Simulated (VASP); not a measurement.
Level of theory: PBEsol GGA, VASP's PBE PAW potentials (set 64) (plane waves; VASP).

A VASP calculation is set up with these files.

POSCAR:
```
Cl
3.4987520
  0.9999998834  -0.0000000195   0.0000000000
 -0.5000001189   0.8660253291   0.0000000000
  0.0000000000   0.0000000000   1.1103259894
Cl
2
Direct
  0.3333330000   0.6666670000   0.2500000000
  0.6666670000   0.3333330000   0.7500000000
```

KPOINTS:
```
Automatic mesh
0
Gamma
13 13 11
0 0 0
```

INCAR:
```
# general
SYSTEM = Cl
PREC   = Accurate
ENCUT  = 400
LREAL  = .FALSE.
LASPH  = .TRUE.

# electronic loop
EDIFF  = 1E-7
NELM   = 100
ALGO   = Normal

# smearing
ISMEAR = -5

# functional
GGA    = PS

# ions
ISIF   = 2

# output
LWAVE  = .FALSE.
LCHARG = .TRUE.
LORBIT = 11
NEDOS  = 601
```

POTCAR, in this order: Cl (PBE.64 set). Program: vasp_std.

What will the output report for the number of irreducible k-points (NKPTS), number of bands (NBANDS), largest plane-wave count, number of space-group operations, FFT grid (NGX, NGY, NGZ)?

The number of irreducible k-points (NKPTS) comes out as 126. The number of bands (NBANDS) is 11 and the largest plane-wave count comes out as 761. The number of space-group operations is 24. The FFT grid (NGX, NGY, NGZ) is 24 × 24 × 28.

The structure was generated: Cl was put into the hcp type (P6_3/mmc), which need not be its known phase. It was relaxed first.
